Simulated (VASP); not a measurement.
A VASP calculation is set up with these files.

**POSCAR**
```
MoS2
1
    1.5814830000     0.9130690000     6.4386700000
   -1.5814830000     0.9130690000     6.4386700000
    0.0000000000    -1.8261380000     6.4386700000
Mo S
1 2
Direct
  0.9997800000   0.9997800000   0.9997800000
  0.4129370000   0.4129370000   0.4129370000
  0.2533030000   0.2533030000   0.2533030000
```

**KPOINTS**
```
Regular mesh
0
G
  4 4 4
0.5 0.5 0.5
```

**INCAR**
```
! general
SYSTEM   =  MoS2
PREC     =  Accurate
ENCUT    =  150
LREAL    =  .False.   ! projection in real space or not
LASPH    =  .True.

! electronic loop
EDIFF    =  1E-6   ! SCF stop (eV)
NELM     =  100
ALGO     =  Normal
LMAXMIX  =  4   ! l cut-off of mixed one-centre charges

! smearing
ISMEAR   =  0
SIGMA    =  0.01

! functional
GGA      =  PE   ! PBE

! ions
ISIF     =  2

! output
LWAVE    =  .False.
LCHARG   =  .False.
```

POTCAR, in this order: Mo_sv S (PBE.64 set). Program: vasp_std.

**Question.** Write an equivalent input for Ansatz.

**Answer.** One equivalent input (not run):
Ansatz 0.2 input:
```yaml
crystal:
  lattice:
    - [1.5814830, 0.9130690, 6.4386700]
    - [-1.5814830, 0.9130690, 6.4386700]
    - [0.0000000, -1.8261380, 6.4386700]
  atoms:
    - { symbol: Mo, position: [0.9997800, 0.9997800, 0.9997800] }
    - { symbol: S, position: [0.4129370, 0.4129370, 0.4129370] }
    - { symbol: S, position: [0.2533030, 0.2533030, 0.2533030] }
kpoints:
  mp_grid: { grid: [4, 4, 4], shift: [0.5, 0.5, 0.5] }
hamiltonian:
  xc: pbe
  pseudopotentials: { kind: paw }
scf:
  occupations: { method: gaussian, width: 0.01 }
  max_iter: 100
output: { forces: true, stress: true, eigenvalues: true }
```
The two are equivalent in intent, not identical: each code has its own PAW files, so the cut-off isn't converted (ENCUT is set for VASP's; basis.ecutwfc is left out, and Ansatz then takes the one that its files recommend); Ansatz stops its SCF on the density residual and VASP on the energy change (EDIFF).

The structure comes from a computed database's MoS2 entry; how it stands against other phases isn't given here. The cell was not relaxed at this level. The k-mesh is coarse (spacing up to 0.58 per Å, 2π included), so the numbers may not be converged in it. The run is one of a series of settings (ENCUT = 150, KPOINTS 4×4×4 Γ-centred mesh shifted by (0.5, 0.5, 0.5) against the base run), some of them coarse on purpose.
